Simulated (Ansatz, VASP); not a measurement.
# Al3Sb2P in VASP and in Ansatz

```
Al Sb P
1.0
     3.96873    0.00000    0.00000
     0.00000    3.96873    0.00000
     0.00000    0.00000    7.97021
Al Sb P
3 2 1
Direct
  0.50000 0.00000 0.99718
  0.00000 0.50000 0.99718
  0.00000 0.00000 0.25568
  0.50000 0.50000 0.31808
  0.00000 0.00000 0.66037
  0.50000 0.50000 0.77152
```

Change from the starting cell: species swapped into the Zr2P3S type (P4mm, No. 99).

Alike in both runs: functional PBE; k mesh 6 × 6 × 2; occupations gaussian, width 0.1 eV; no spin polarisation.

Ansatz relaxed the structure, and its values are those at the end. VASP's run is a single point on that final structure, the one shown.

|  | VASP | Ansatz |
| --- | --- | --- |
| version | VASP 6.6.1 | Ansatz 0.2.0 |
| potentials or method | VASP PAW PBE potentials, release 64 (Al, Sb, P) | scalar-relativistic, plane waves, PAW |
| plane-wave cutoff (eV) | 520 | 420 |
| valence electrons in the cell | 24 | 44 |

|  | VASP | Ansatz | Ansatz less VASP |
| --- | --- | --- | --- |
| gap on the k mesh at the Fermi level (eV) | none | none | - |
| pressure (GPa) | -0.1 | -0.1 | +0.01 |
| rms of the force components (eV/Å) | 0.016 | 0.014 | -0.0018 |

A gap of «none» marks a metal or a gap that the smearing closes. The functional is the same, so the differences come from potentials, cutoffs and numerics. The two sets of potentials don't hold the same shells in valence.

Caveats: the k mesh is coarse (spacing up to 0.39 Å⁻¹), so the values aren't converged. The runs have no spin-orbit coupling, so splittings on Sb are missing.
